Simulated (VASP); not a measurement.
A (001) film of C (diamond) is held to a substrate: both in-plane axes are strained alike, while the normal axis and the ions relax (no surfaces; a periodic cell). The unstrained cell:

```
C
1.0
    2.50045     0.00000     0.00000
    0.00000     2.50045     0.00000
    0.00000     0.00000     3.53549
C
4
Direct
  0.00000   0.00000   0.00000
  0.50000   0.00000   0.25000
  0.50000   0.50000   0.50000
  0.00000   0.50000   0.75000
```

All values below come from LDA (Ceperley-Alder, Perdew-Zunger), VASP's LDA PAW potentials (set 64) (plane waves; VASP 6.6.1). The films relaxed at 620 eV, and energies and bands are at 520 eV on a 9×9×6 Γ-centred mesh. The normal strain counts from the row without strain; gaps come from mesh and path in this cell's own zone, into which the crystal's zone is folded, and 0.00 means none. mBJ runs use the same cells.

| in-plane strain (%) | strain along the normal (%) | E over the lowest row (meV/atom) | gap, LDA (eV) | gap, mBJ (eV) |
|---|---|---|---|---|
| -3 | ? | ? | ? | ? |
| -2 | +0.56 | 17.6 | 3.92 | 4.71 |
| -1 | ? | ? | ? | ? |
| +0 | +0.00 | 0.0 | 4.14 | 4.96 |
| +1 | -0.27 | 4.0 | 3.77 | 4.59 |
| +2 | -0.53 | 15.8 | 3.42 | 4.24 |
| +3 | -0.79 | 35.1 | 3.08 | 3.90 |

### Question
What belongs in the gaps?

### Answer

- -1, strain along the normal (%): +0.27
- -1, E over the lowest row (meV/atom): 4.4
- -1, gap, LDA (eV): 4.05
- -1, gap, mBJ (eV): 4.86
- -3, strain along the normal (%): +0.84
- -3, E over the lowest row (meV/atom): 40.2
- -3, gap, LDA (eV): 3.79
- -3, gap, mBJ (eV): 4.56

Runs of the series that failed, ran out of time, didn't relax or are held back are left out.

The compound is C in the diamond structure.
